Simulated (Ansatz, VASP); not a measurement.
# Pt (Pt(110)): VASP beside Ansatz, part 2 of 2

Wanted: the spread between two codes on one cell, functional and k mesh.

VASP 6.6.1 and Ansatz 0.2.0.

So far: Starting point; Ansatz: single point, PBEsol.

In doubt: too few empty bands were carried, so the values of those runs are not to be relied on.

### Step 3. VASP: single point, PBEsol

Level of this step: PBEsol; plane waves and PAW (Pt) (VASP).

The same cell, functional, mesh and smearing now go to VASP, with its own data sets and cutoff.

Lines of VASP's logs that name or quote its potential files are left out, and so is its time.

INCAR reads:

```
SYSTEM = Pt
PREC = Normal
ENCUT = 320
EDIFF = 1E-06
NELM = 120
ISMEAR = 1
SIGMA = 0.15
LREAL = .FALSE.
ALGO = Fast
GGA = PS
NBANDS = 55
LORBIT = 11
LWAVE = .FALSE.
LCHARG = .TRUE.
KPAR = 4
IDIPOL = 3
LDIPOL = .TRUE.
DIPOL = 0.5 0.5 0.5
LVHAR = .TRUE.
LVACPOTAV = .TRUE.
NEDOS = 1500
```

POSCAR reads:

```
Pt
1.0
    3.9162069498      0.0000000000      0.0000000000
    0.0000000000      2.7691764907      0.0000000000
    0.0000000000      0.0000000000     26.0767059629
Pt
9
Direct
    0.0000000000      0.0000000000      0.2930657183
    0.5000000000      0.5000000000      0.3373565304
    0.0000000000      0.0000000000      0.3952646929
    0.5000000000      0.5000000000      0.4467177932
    0.0000000000      0.0000000000      0.5000000000
    0.5000000000      0.5000000000      0.5532822068
    0.0000000000      0.0000000000      0.6047353071
    0.5000000000      0.5000000000      0.6626434696
    0.0000000000      0.0000000000      0.7069342817
```

KPOINTS reads:

```
Automatic mesh
0
Gamma
8 11 1
0 0 0
```

Potentials, in the order of the species: Pt (PBE family, release 64).

Command:

```bash
mpirun -np 4 vasp_std
```

Numbers of over 12 decimals in the logs are rounded to 6 here.

Log:

```text
[banner, memory and clock lines left out]
running    4 mpi-ranks, on    1 nodes
 distrk:  each k-point on    1 cores,    4 groups
 distr:  one band on    1 cores,    1 groups

 POSCAR found type information on POSCAR Pt
 POSCAR found :  1 types and       9 ions
|                                                                             |
|               ----> ADVICE to this user running VASP <----                  |
|                                                                             |
|     You enforced a specific xc type in the INCAR file but a different       |
|     [... a line on the potential file left out ...]
|     I HOPE YOU KNOW WHAT YOU ARE DOING!                                     |
|                                                                             |

 LDA part: xc-table for (Slater+PW92), standard interpolation
 POSCAR, INCAR and KPOINTS ok, starting setup
 FFT: planning ... GRIDC
 FFT: planning ... GRID_SOFT
 FFT: planning ... GRID
 WAVECAR not read
 entering main loop
       N       E                     dE             d eps       ncg     rms          rms(c)
DAV:   1     0.472765220601E+03    0.47277E+03   -0.32835E+04  3340   0.987E+02
DAV:   2    -0.359778158688E+02   -0.50874E+03   -0.48012E+03  3993   0.252E+02
DAV:   3    -0.627615729123E+02   -0.26784E+02   -0.24760E+02  3867   0.539E+01
DAV:   4    -0.636547547036E+02   -0.89318E+00   -0.87825E+00  4113   0.994E+00
DAV:   5    -0.636847423266E+02   -0.29988E-01   -0.29876E-01  4342   0.167E+00    0.374E+01
RMM:   6    -0.639766417602E+02   -0.29190E+00   -0.98922E+00  3478   0.137E+01    0.308E+01
RMM:   7    -0.850308300156E+02   -0.21054E+02   -0.34507E+01  4183   0.169E+01    0.394E+01
RMM:   8    -0.741646728134E+02    0.10866E+02   -0.21156E+01  3822   0.154E+01    0.288E+01
RMM:   9    -0.648556477652E+02    0.93090E+01   -0.91872E+00  3471   0.110E+01    0.185E+01
RMM:  10    -0.602514633815E+02    0.46042E+01   -0.62278E+00  3534   0.848E+00    0.826E+00
RMM:  11    -0.595980674828E+02    0.65340E+00   -0.18187E+00  3577   0.405E+00    0.421E+00
RMM:  12    -0.595971404083E+02    0.92707E-03   -0.28307E-01  3688   0.143E+00    0.293E+00
RMM:  13    -0.597058307380E+02   -0.10869E+00   -0.78422E-02  3519   0.981E-01    0.412E+00
RMM:  14    -0.596048241746E+02    0.10101E+00   -0.47539E-02  3617   0.691E-01    0.155E+00
[...]
RMM:  23    -0.595887786795E+02   -0.20321E-04   -0.44351E-06  2540   0.537E-03    0.127E-02
RMM:  24    -0.595887974788E+02   -0.18799E-04   -0.32616E-06  2414   0.389E-03    0.101E-02
RMM:  25    -0.595888101792E+02   -0.12700E-04   -0.19328E-06  2250   0.343E-03    0.119E-03
RMM:  26    -0.595888183200E+02   -0.81408E-05   -0.40802E-07  1734   0.185E-03    0.108E-03
RMM:  27    -0.595888278058E+02   -0.94858E-05   -0.51459E-07  1918   0.192E-03    0.553E-03
RMM:  28    -0.595888310942E+02   -0.32883E-05   -0.14236E-07  1206   0.131E-03    0.202E-03
RMM:  29    -0.595888332470E+02   -0.21528E-05   -0.88707E-08  1293   0.125E-03    0.688E-04
RMM:  30    -0.595888340976E+02   -0.85056E-06   -0.51356E-08   882   0.929E-04
|                                                                             |
|           W    W    AA    RRRRR   N    N  II  N    N   GGGG   !!!           |
|           W    W   A  A   R    R  NN   N  II  NN   N  G    G  !!!           |
|           W    W  A    A  R    R  N N  N  II  N N  N  G       !!!           |
|           W WW W  AAAAAA  RRRRR   N  N N  II  N  N N  G  GGG   !            |
|           WW  WW  A    A  R   R   N   NN  II  N   NN  G    G                |
|           W    W  A    A  R    R  N    N  II  N    N   GGGG   !!!           |
|                                                                             |
|     Did not find any points to average over, which means that no vacuum     |
|     field-free region was found. Please increase the size of  your cell     |
|     in the dimension of the dipole correction to obtain accurate            |
|     workfunction values.                                                    |
|                                                                             |

   1 F= -.59588834E+02 E0= -.59586239E+02  d E =-.778600E-02
```

Parts of OUTCAR (step 3):

```text
ion  position               nearest neighbor table
   1  0.000  0.000  0.293-   2 2.66   2 2.66   2 2.66   2 2.66   3 2.67
   2  0.500  0.500  0.337-   1 2.66   1 2.66   1 2.66   1 2.66   3 2.83   3 2.83   3 2.83   3 2.83
                             4 2.85
   3  0.000  0.000  0.395-   1 2.67   5 2.73   4 2.75   4 2.75   4 2.75   4 2.75   2 2.83   2 2.83
                             2 2.83   2 2.83
   4  0.500  0.500  0.447-   3 2.75   3 2.75   3 2.75   3 2.75   5 2.77   5 2.77   5 2.77   5 2.77
                             6 2.78   2 2.85
   5  0.000  0.000  0.500-   3 2.73   7 2.73   6 2.77   4 2.77   4 2.77   6 2.77   4 2.77   6 2.77
                             4 2.77   6 2.77
   6  0.500  0.500  0.553-   7 2.75   7 2.75   7 2.75   7 2.75   5 2.77   5 2.77   5 2.77   5 2.77
                             4 2.78   8 2.85
   7  0.000  0.000  0.605-   9 2.67   5 2.73   6 2.75   6 2.75   6 2.75   6 2.75   8 2.83   8 2.83
                             8 2.83   8 2.83
   8  0.500  0.500  0.663-   9 2.66   9 2.66   9 2.66   9 2.66   7 2.83   7 2.83   7 2.83   7 2.83
                             6 2.85
   9  0.000  0.000  0.707-   8 2.66   8 2.66   8 2.66   8 2.66   7 2.67

  LATTYP: Found a simple orthorhombic cell.
 ALAT       =     2.7691764907
 B/A-ratio  =     1.4142135624
 C/A-ratio  =     9.4167728386

 Subroutine GETGRP returns: Found  8 space group operations
 (whereof  8 operations were pure point group operations)

The static configuration has the point symmetry D_2h.

 Found     30 irreducible k-points:

   k-points           NKPTS =     30   k-points in BZ     NKDIM =     30   number of bands    NBANDS=     55

   dimension x,y,z NGX =    18 NGY =   12 NGZ =  120
   dimension x,y,z NGXF=    36 NGYF=   24 NGZF=  240

   ENCUT  =  320.0 eV  23.52 Ry    4.85 a.u.   5.71  4.04 38.04*2*pi/ulx,y,z

   NELECT =      90.0000    total number of electrons

 k-points in reciprocal lattice and weights: Automatic mesh
   0.00000000  0.00000000  0.00000000       0.011
   0.12500000  0.00000000  0.00000000       0.023
   0.25000000  0.00000000  0.00000000       0.023
   0.37500000  0.00000000  0.00000000       0.023
   0.50000000  0.00000000  0.00000000       0.011
   0.00000000  0.09090909  0.00000000       0.023
   0.12500000  0.09090909  0.00000000       0.045
   0.25000000  0.09090909  0.00000000       0.045
   0.37500000  0.09090909  0.00000000       0.045
[...]
0.37500000  0.45454545  0.00000000       0.045
   0.50000000  0.45454545  0.00000000       0.023

 dipolmoment           0.000000      0.000000     -0.000000 electrons x Angstroem

 average (electrostatic) potential at core
       1 -70.8318       2 -71.4269       3 -71.5022       4 -71.3736       5 -71.5324
       6 -71.3736       7 -71.5022       8 -71.4269       9 -70.8318

 E-fermi :   2.4719

 k-point     1 :       0.0000    0.0000    0.0000
  band No.  band energies     occupation
    ...
     43       1.9816      2.00004
     44       2.0700      2.00100
     45       2.3201      2.05256
     46       2.3906      1.78393
     47       2.4952      0.73954
     48       2.8981     -0.00044
     49       2.9834     -0.00002
     50       3.0119     -0.00000
     51       4.2906     -0.00000
     52       5.1246     -0.00000
    ...

 k-point     2 :       0.1250    0.0000    0.0000
  band No.  band energies     occupation
    ...
     42       1.8493      2.00000
     43       2.0716      2.00106
     44       2.0933      2.00208
     45       2.1264      2.00534
     46       2.3176      2.05561
     47       2.6320     -0.06161
     48       2.8462     -0.00236
     49       2.8823     -0.00075
     50       2.9795     -0.00002
     51       4.1702     -0.00000
    ...

 k-point     3 :       0.2500    0.0000    0.0000
  band No.  band energies     occupation
    ...
     43       1.9809      2.00004
     44       2.0961      2.00226
     45       2.2012      2.02853
     46       2.4988      0.70091
     47       2.5138      0.54706
     48       2.6108     -0.03148
     49       2.7653     -0.01836
     50       2.7746     -0.01505
     51       3.0227     -0.00000
     52       4.1359     -0.00000
    ...

  Total       -1.4707837     -5.7473325     -0.8320693      0.0000000      0.0000000      0.0000000
  in kB       -8.3327891    -32.5617626     -4.7141249      0.0000000      0.0000000      0.0000000
  external PRESSURE =     -15.2028922 kB  Pullay stress =       0.0000000 kB

  energy-cutoff  :      320.00
  volume of cell :      282.79
      direct lattice vectors                 reciprocal lattice vectors
     3.916206950  0.000000000  0.000000000     0.255349120  0.000000000  0.000000000
     0.000000000  2.769176491  0.000000000     0.000000000  0.361118189  0.000000000
     0.000000000  0.000000000 26.076705963     0.000000000  0.000000000  0.038348402

 POSITION                                       TOTAL-FORCE (eV/Angst)
 -----------------------------------------------------------------------------------
      0.00000      0.00000      7.64219        -0.000000      0.000000     -0.006590
      1.95810      1.38459      8.79715         0.000000      0.000000      0.003865
      0.00000      0.00000     10.30720        -0.000000      0.000000      0.009237
      1.95810      1.38459     11.64893         0.000000      0.000000     -0.002544
      0.00000      0.00000     13.03835         0.000000      0.000000      0.000000
      1.95810      1.38459     14.42778         0.000000      0.000000      0.002544
      0.00000      0.00000     15.76950        -0.000000      0.000000     -0.009237
      1.95810      1.38459     17.27956         0.000000      0.000000     -0.003865
      0.00000      0.00000     18.43452         0.000000      0.000000      0.006590
 -----------------------------------------------------------------------------------
    total drift:                                0.000000      0.000000     -0.000000

  FREE ENERGIE OF THE ION-ELECTRON SYSTEM (eV)
  ---------------------------------------------------
  free  energy   TOTEN  =       -59.5888340976 eV

  energy  without entropy=      -59.5810481017  energy(sigma->0) =      -59.58623877

 vacuum level on the upper side and lower side of the slab         7.904         7.904

 total charge
# of ion       s       p       d       tot
------------------------------------------
    1        0.646   0.442   8.069   9.157
    2        0.648   0.598   8.002   9.248
    3        0.640   0.618   8.026   9.283
    4        0.633   0.613   8.049   9.295
    5        0.641   0.631   8.025   9.298
    6        0.633   0.613   8.049   9.295
    7        0.640   0.618   8.026   9.283
    8        0.648   0.598   8.002   9.248
    9        0.646   0.442   8.069   9.157
--------------------------------------------------
tot          5.776   5.174  72.315  83.266

[... 3 further parts left out ...]
```

### Step 4. Comparison

Known differences besides the PAW data sets themselves: the data sets hold 162 valence electrons in Ansatz (default PAW (the set named soft_2) files) and 90 in VASP; the cutoff is 420 eV in Ansatz and 320 eV in VASP (PREC = Normal); Ansatz makes its cores anew for this functional, VASP keeps those of its PBE data sets; VASP leaves aspherical gradient terms in its spheres out (LASPH is not set), Ansatz keeps them. Total energies have different zeros and are not compared.

The two programs side by side:

```csv
quantity,Ansatz,VASP,difference
"work function, lower of the two faces (eV)",5.43,5.43,0.00
"work function, higher of the two faces (eV)",5.43,5.43,0.00
```

At this near-relaxed geometry the largest component of a force difference is 28 meV/Å.

### Step 5. Results

| Property | Result |
| --- | --- |
| difference in work function, lower of the two faces (single point, PBEsol) | -0.0043 eV |
| r.m.s. force difference (single point, PBEsol) | 7.6 meV/Å |

The r.m.s. force difference is 7.6 meV/Å (single point, PBEsol), within the 12 meV/Å picked in this series as the mark of a large difference. Differences of this kind measure data sets and numerical settings, not the functional's error against experiment.

[Lines on the potential files, build, host, timing and source positions are cut from VASP's logs without a mark.]

[Logs are printed without paths, hosts, clocks, repeated set-up lines and the standing remarks that a program may print on its own settings, such as how far it seeks lower states.]

[Hosts, paths, dates, database ids (printed as entryN), source tags and the programs' standing remarks are cut or masked in the printed files.]
